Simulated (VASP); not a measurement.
All values below come from PBEsol GGA, VASP's PBE PAW potentials (set 64) (plane waves; VASP).

VASP ran on this input.

### INCAR
```
SYSTEM = Ga2AsP
PREC = Accurate; ENCUT = 400; LREAL = .False.
LASPH = .True.
EDIFF = 1E-6; NELM = 100; ALGO = Normal
LMAXMIX = 4
ISMEAR = 0; SIGMA = 0.05
GGA = PS
IBRION = 2; NSW = 60; ISIF = 3
EDIFFG = -0.02
LWAVE = .False.; LCHARG = .False.
```

**POSCAR**
```
Ga2AsP
1.0
  1.9607121587   1.1320179037   6.3876224226
 -1.9607121587   1.1320179037   6.3876224226
  0.0000000000  -2.2640358074   6.3876224226
Ga P As
2 1 1
Direct
  0.9975044141   0.9975044141   0.9975044141
  0.5025563129   0.5025563129   0.5025563129
  0.6250678686   0.6250678686   0.6250678686
  0.1248744045   0.1248744045   0.1248744045
```

**KPOINTS**
```
Automatic
0
Gamma
6 6 6
```

POTCAR, in this order: Ga_d P As (PBE.64 set). Program: vasp_std.

Output of the run:

File OUTCAR:
```
 ion  position               nearest neighbor table
   1  0.998  0.998  0.998-   3 2.38   3 2.38   3 2.38   4 2.44
   2  0.503  0.503  0.503-   3 2.35   4 2.42   4 2.42   4 2.42
   3  0.625  0.625  0.625-   2 2.35   1 2.38   1 2.38   1 2.38
   4  0.125  0.125  0.125-   2 2.42   2 2.42   2 2.42   1 2.44
  LATTYP: Found a trigonal (rhomboedric) cell.
 ALAT       =     6.7769887795
 COS(alpha) =     0.8325888957
 Subroutine PRICEL returns:
 Original cell was already a primitive cell.
 Subroutine GETGRP returns: Found  6 space group operations
The static configuration has the point symmetry C_3v.
The dynamic configuration has the point symmetry C_3v.
 Subroutine INISYM returns: Found  6 space group operations
 Subroutine IBZKPT returns following result:
 Found     32 irreducible k-points:

 Following reciprocal coordinates:
            Coordinates               Weight
  0.000000  0.000000  0.000000      1.000000
  0.166667  0.000000  0.000000      6.000000
  0.333333  0.000000  0.000000      6.000000
  0.500000 -0.000000  0.000000      3.000000
  0.166667  0.166667  0.000000      6.000000
  0.333333  0.166667  0.000000     12.000000
  0.500000  0.166667  0.000000     12.000000
 -0.333333  0.166667 -0.000000     12.000000
 -0.166667  0.166667  0.000000      6.000000
  0.333333  0.333333  0.000000      6.000000
  0.500000  0.333333  0.000000     12.000000
 -0.333333  0.333333  0.000000      6.000000
  0.500000  0.500000  0.000000      3.000000
  0.166667  0.166667  0.166667      2.000000
  0.333333  0.166667  0.166667      6.000000
  0.500000  0.166667  0.166667      6.000000
 -0.333333  0.166667  0.166667      6.000000
 -0.166667  0.166667  0.166667      6.000000
  0.333333  0.333333  0.166667      6.000000
  0.500000  0.333333  0.166667     12.000000
 -0.333333  0.333333  0.166667     12.000000
 -0.166667  0.333333  0.166667     12.000000
  0.500000  0.500000  0.166667      6.000000
 -0.333333  0.500000  0.166667     12.000000
 -0.166667  0.500000  0.166667      6.000000
 -0.333333 -0.333333  0.166667      6.000000
  0.333333  0.333333  0.333333      2.000000
  0.500000  0.333333  0.333333      6.000000
 -0.333333  0.333333  0.333333      6.000000
  0.500000  0.500000  0.333333      6.000000
 -0.333333  0.500000  0.333333      6.000000
  0.500000  0.500000  0.500000      1.000000
   k-points           NKPTS =     32   k-points in BZ     NKDIM =     32   number of bands    NBANDS=     22
   number of dos      NEDOS =    301   number of ions     NIONS =      4
   total plane-waves  NPLWV = 110592
   dimension x,y,z NGX =    48 NGY =   48 NGZ =   48
   dimension x,y,z NGXF=    96 NGYF=   96 NGZF=   96
   ions per type =               2   1   1
   PREC   = accura    normal or accurate (medium, high low for compatibility)
   ISTART =      0    job   : 0-new  1-cont  2-samecut
   ICHARG =      2    charge: 1-file 2-atom 10-const
   ISPIN  =      1    spin polarized calculation?
   LNONCOLLINEAR =      F non collinear calculations
   LSORBIT =      F    spin-orbit coupling
   INIWAV =      1    electr: 0-lowe 1-rand  2-diag
   ENCUT  =  400.0 eV  29.40 Ry    5.42 a.u.  11.05 11.05 11.05*2*pi/ulx,y,z
   NELM   =    100;   NELMIN=  2; NELMDL= -5     # of ELM steps
   EDIFF  = 0.1E-05   stopping-criterion for ELM
   LREAL  =      F    real-space projection
   NLSPLINE    = F    spline interpolate recip. space projectors
   LMAXMIX     =    4 max onsite mixed and CHGCAR
   VOSKOWN=      0    Vosko Wilk Nusair interpolation
   EDIFFG = -.2E-01   stopping-criterion for IOM
   NSW    =     60    number of steps for IOM
   NBLOCK =      1;   KBLOCK =     60    inner block; outer block
   IBRION =      2    ionic relax: 0-MD 1-quasi-New 2-CG
...
```

**OSZICAR**
```
       N       E                     dE             d eps       ncg     rms          rms(c)
DAV:   1     0.208261307749E+03    0.20826E+03   -0.15657E+04  1430   0.205E+03
DAV:   2     0.279981476462E+01   -0.20546E+03   -0.20176E+03  1530   0.411E+02
DAV:   3    -0.187666389573E+02   -0.21566E+02   -0.21152E+02  1636   0.117E+02
DAV:   4    -0.194339375352E+02   -0.66730E+00   -0.66596E+00  1918   0.219E+01
DAV:   5    -0.194436755339E+02   -0.97380E-02   -0.97362E-02  1666   0.240E+00    0.508E+00
DAV:   6    -0.190236052496E+02    0.42007E+00   -0.82185E-01  2032   0.159E+01    0.299E+00
DAV:   7    -0.189542139980E+02    0.69391E-01   -0.33420E-01  1706   0.417E+00    0.106E+00
DAV:   8    -0.189510202211E+02    0.31938E-02   -0.60186E-02  1844   0.365E+00    0.191E-01
DAV:   9    -0.189508607170E+02    0.15950E-03   -0.74081E-03  1766   0.157E+00    0.896E-02
DAV:  10    -0.189508953498E+02   -0.34633E-04   -0.79806E-04  1806   0.326E-01    0.476E-02
DAV:  11    -0.189509786895E+02   -0.83340E-04   -0.20286E-04  1898   0.105E-01    0.154E-02
DAV:  12    -0.189509712794E+02    0.74101E-05   -0.40410E-05  1810   0.768E-02    0.966E-03
DAV:  13    -0.189509733308E+02   -0.20515E-05   -0.75161E-06  1396   0.182E-02    0.251E-03
DAV:  14    -0.189509733941E+02   -0.63284E-07   -0.73144E-07  1184   0.715E-03
   1 F= -.18950973E+02 E0= -.18950973E+02  d E =-.189510E+02
       N       E                     dE             d eps       ncg     rms          rms(c)
DAV:   1    -0.189538625156E+02   -0.28892E-02   -0.65941E-02  1896   0.332E+00    0.328E-01
DAV:   2    -0.189519170554E+02    0.19455E-02   -0.86093E-03  1802   0.151E+00    0.157E-01
DAV:   3    -0.189512003203E+02    0.71674E-03   -0.12455E-03  2270   0.492E-01    0.412E-02
DAV:   4    -0.189511561768E+02    0.44143E-04   -0.24161E-04  1662   0.152E-01    0.971E-03
DAV:   5    -0.189511531241E+02    0.30527E-05   -0.24264E-05  1818   0.594E-02    0.417E-03
DAV:   6    -0.189511529688E+02    0.15530E-06   -0.25402E-06  1264   0.289E-02
   2 F= -.18951153E+02 E0= -.18951153E+02  d E =-.179575E-03
       N       E                     dE             d eps       ncg     rms          rms(c)
DAV:   1    -0.189514132821E+02   -0.26016E-03   -0.54358E-03  1902   0.947E-01    0.945E-02
DAV:   2    -0.189512511399E+02    0.16214E-03   -0.71134E-04  1754   0.441E-01    0.452E-02
DAV:   3    -0.189511927500E+02    0.58390E-04   -0.10272E-04  2282   0.141E-01    0.120E-02
DAV:   4    -0.189511894927E+02    0.32573E-05   -0.20138E-05  1602   0.444E-02    0.279E-03
DAV:   5    -0.189511893764E+02    0.11636E-06   -0.17733E-06   940   0.181E-02
   3 F= -.18951189E+02 E0= -.18951189E+02  d E =-.215982E-03
```

OUTCAR:
```
------------------------ aborting loop because EDIFF is reached ----------------------------------------
  FORCE on cell =-STRESS in cart. coord.  units (eV):
  Direction    XX          YY          ZZ          XY          YZ          ZX
  --------------------------------------------------------------------------------------
  Total        0.0091225      0.0091225      0.0107808      0.0000000      0.0000000      0.0000000
  in kB        0.1714886      0.1714886      0.2026633      0.0000000      0.0000000      0.0000000
  external PRESSURE =       0.1818802 kB  Pullay stress =       0.0000000 kB
  volume of cell :       85.23
      direct lattice vectors                 reciprocal lattice vectors
     1.960980139  1.132172623  6.398094231     0.254974535  0.147209589  0.052098847
    -1.960980139  1.132172623  6.398094231    -0.254974535  0.147209589  0.052098847
     0.000000000 -2.264345245  6.398094231     0.000000000 -0.294419178  0.052098847
 POSITION                                       TOTAL-FORCE (eV/Angst)
 -----------------------------------------------------------------------------------
      0.00000      0.00000     19.14516         0.000000      0.000000     -0.004556
      0.00000      0.00000      9.64585         0.000000      0.000000      0.014135
      0.00000      0.00000     11.99907         0.000000      0.000000      0.003189
      0.00000      0.00000      2.39712         0.000000     -0.000000     -0.012768
 -----------------------------------------------------------------------------------
    total drift:                                0.000000     -0.000024     -0.001761
  FREE ENERGIE OF THE ION-ELECTRON SYSTEM (eV)
  ---------------------------------------------------
  free  energy   TOTEN  =       -18.9511893764 eV

  energy  without entropy=      -18.9511893764  energy(sigma->0) =      -18.95118938

 reached required accuracy - stopping structural energy minimisation
```
(Selected blocks of OUTCAR.)

File CONTCAR:
```
Ga2AsP
   1.00000000000000
     1.9609801394986146    1.1321726225727624    6.3980942307681410
    -1.9609801394986146    1.1321726225727624    6.3980942307681410
     0.0000000000000000   -2.2643452451455248    6.3980942307681410
  Ga              P               As
     2     1     1
Direct
     0.9974407181525934    0.9974407181525934    0.9974407181525934
     0.5025377515229857    0.5025377515229857    0.5025377515229857
     0.6251375878149800    0.6251375878149800    0.6251375878149800
     0.1248869426094353    0.1248869426094353    0.1248869426094353
```

### OUTCAR
```
 val. band max:        4.3028598617   @ k =   0.0000   0.0000   0.0000

 cond. band min:       5.2705499951   @ k =   0.0000   0.0000   0.0000


 Fermi energy:         4.5403858732

 k-point     1 :       0.0000    0.0000    0.0000
  band No.  band energies     occupation
      1     -10.5869      2.00000
      2     -10.5210      2.00000
      3     -10.5210      2.00000
      4     -10.4475      2.00000
      5     -10.4475      2.00000
      6     -10.4196      2.00000
      7     -10.3687      2.00000
      8     -10.3687      2.00000
      9     -10.2925      2.00000
     10     -10.2925      2.00000
     11      -8.4629      2.00000
     12      -6.4915      2.00000
     13      -2.5014      2.00000
     14       2.9798      2.00000
     15       2.9798      2.00000
     16       4.2037      2.00000
     17       4.3029      2.00000
     18       4.3029      2.00000
     19       5.2705      0.00000
     20       5.5082      0.00000
     21       7.9123      0.00000
     22       7.9123      0.00000

 k-point     2 :       0.1667    0.0000    0.0000
  band No.  band energies     occupation
      1     -10.5875      2.00000
      2     -10.5313      2.00000
      3     -10.5129      2.00000
      4     -10.4516      2.00000
      5     -10.4452      2.00000
      6     -10.4204      2.00000
      7     -10.3743      2.00000
      8     -10.3614      2.00000
      9     -10.2976      2.00000
     10     -10.2923      2.00000
     11      -8.1474      2.00000
     12      -6.2860      2.00000
     13      -2.3173      2.00000
     14       1.3070      2.00000
     15       2.0542      2.00000
     16       2.6310      2.00000
     17       3.6426      2.00000
     18       3.6455      2.00000
     19       6.5479      0.00000
     20       6.8843      0.00000
     21       7.6693      0.00000
     22       8.6381      0.00000

 k-point     3 :       0.3333    0.0000    0.0000
  band No.  band energies     occupation
      1     -10.5985      2.00000
...
```

The structure comes from a computed database's Ga2AsP entry (R3m); how it stands against other phases isn't given here. This run relaxes it. Symmetry was kept, so distortions that lower it aren't found. The start is the result of an earlier pass.
